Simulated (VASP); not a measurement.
Method: PBE GGA, VASP's PBE PAW potentials (set 64) (plane waves; VASP).

VASP ran on this input.

### POSCAR
```
Cl2
16.80480
  0.1942424188  -0.1224334714   0.0000000000
  0.1942424188   0.1224334714   0.0000000000
  0.0000000000   0.0000000000   0.5000000000
Cl
4
Cart
  0.1942424188  -0.0943913091   0.3023750000
  0.1942424188   0.0943913091   0.1976250000
  0.1942424188  -0.0280421623   0.0523750000
  0.1942424188   0.0280421623   0.4476250000
```

KPOINTS:
```
Automatic mesh
0
Gamma
3 3 1
0 0 0
```

**INCAR**
```
# general
SYSTEM  =  Cl2
PREC    =  Accurate
ENCUT   =  300
LREAL   =  F
LASPH   =  T

# electronic loop
EDIFF   =  1E-6
NELM    =  100
ALGO    =  Normal

# smearing
ISMEAR  =  -1
SIGMA   =  0.02

# functional
GGA     =  PE

# ions
ISIF    =  2

# output
LWAVE   =  F
LCHARG  =  F
```

POTCAR, in this order: Cl (PBE.64 set). Program: vasp_std.

Output

**OUTCAR**
```
 ion  position               nearest neighbor table
   1  0.885  0.115  0.605-   2 2.00
   2  0.115  0.885  0.395-   1 2.00
   3  0.615  0.385  0.105-   4 2.00
   4  0.385  0.615  0.895-   3 2.00
  LATTYP: Found a base centered orthorhombic cell.
 ALAT       =     4.1149400000
 B/A-ratio  =     1.5865140196
 C/A-ratio  =     2.0419252772
 Subroutine PRICEL returns:
 Original cell was already a primitive cell.
 Subroutine GETGRP returns: Found  8 space group operations
The static configuration has the point symmetry C_2h.
 The point group associated with its full space group is D_2h.
The dynamic configuration has the point symmetry C_2h.
 Subroutine INISYM returns: Found  8 space group operations
 Subroutine IBZKPT returns following result:
 Found      4 irreducible k-points:

 Following reciprocal coordinates:
            Coordinates               Weight
  0.000000  0.000000  0.000000      1.000000
  0.333333  0.000000  0.000000      4.000000
  0.333333  0.333333  0.000000      2.000000
 -0.333333  0.333333  0.000000      2.000000
...
```

### OSZICAR
```
       N       E                     dE             d eps       ncg     rms          rms(c)
DAV:   1     0.171126221164E+03    0.17113E+03   -0.95586E+03   144   0.861E+02
DAV:   2     0.407946450108E+01   -0.16705E+03   -0.16291E+03   194   0.216E+02
DAV:   3    -0.771008162231E+01   -0.11790E+02   -0.11756E+02   180   0.689E+01
DAV:   4    -0.783551431612E+01   -0.12543E+00   -0.12538E+00   166   0.826E+00
DAV:   5    -0.783764973816E+01   -0.21354E-02   -0.21353E-02   178   0.107E+00    0.168E+01
DAV:   6    -0.750824463671E+01    0.32941E+00   -0.24200E-01   156   0.328E+00    0.110E+01
DAV:   7    -0.741081015395E+01    0.97434E-01   -0.53754E-01   154   0.473E+00    0.893E-01
DAV:   8    -0.739784688568E+01    0.12963E-01   -0.67737E-02   148   0.183E+00    0.395E-01
DAV:   9    -0.739798982404E+01   -0.14294E-03   -0.17596E-03   178   0.288E-01    0.102E-01
DAV:  10    -0.739807873187E+01   -0.88908E-04   -0.15503E-04   184   0.875E-02    0.590E-02
DAV:  11    -0.739808105475E+01   -0.23229E-05   -0.41644E-05   158   0.421E-02    0.965E-03
DAV:  12    -0.739808200482E+01   -0.95007E-06   -0.42469E-06   154   0.147E-02
   1 F= -.73980820E+01 E0= -.73980820E+01  d E =-.566453E-11
```

### OUTCAR
```
------------------------ aborting loop because EDIFF is reached ----------------------------------------
  FORCE on cell =-STRESS in cart. coord.  units (eV):
  Direction    XX          YY          ZZ          XY          YZ          ZX
  --------------------------------------------------------------------------------------
  Total        0.4491948      0.1261612      0.6109374      0.0000000      0.0000000      0.0000000
  in kB        6.3767732      1.7909863      8.6728732      0.0000000      0.0000000      0.0000000
  external PRESSURE =       5.6135442 kB  Pullay stress =       0.0000000 kB
  volume of cell :      112.86
      direct lattice vectors                 reciprocal lattice vectors
     3.264205000 -2.057470000  0.000000000     0.153176654 -0.243016909  0.000000000
     3.264205000  2.057470000  0.000000000     0.153176654  0.243016909  0.000000000
     0.000000000  0.000000000  8.402400000     0.000000000  0.000000000  0.119013615
 POSITION                                       TOTAL-FORCE (eV/Angst)
 -----------------------------------------------------------------------------------
      3.26421     -1.58623      5.08135         0.000000      0.115962      0.381754
      3.26421      1.58623      3.32105         0.000000     -0.115962     -0.381754
      3.26421     -0.47124      0.88015         0.000000     -0.115962      0.381754
      3.26421      0.47124      7.52225         0.000000      0.115962     -0.381754
 -----------------------------------------------------------------------------------
    total drift:                               -0.000000     -0.000000      0.000000
  FREE ENERGIE OF THE ION-ELECTRON SYSTEM (eV)
  ---------------------------------------------------
  free  energy   TOTEN  =        -7.3980820048 eV

  energy  without entropy=       -7.3980820048  energy(sigma->0) =       -7.39808200
```
(Selected blocks of OUTCAR.)

At this cut-off the stress carries a Pulay error, which pulls relaxed volumes low.

The structure comes from a computed database's Cl2 entry; how it stands against other phases isn't given here. The cell was not relaxed at this level. The k-mesh is coarse (spacing up to 0.75 per Å, 2π included), so the numbers may not be converged in it. The run is one of a series of settings (KPOINTS 3×3×1 Γ-centred mesh against the base run), some of them coarse on purpose.
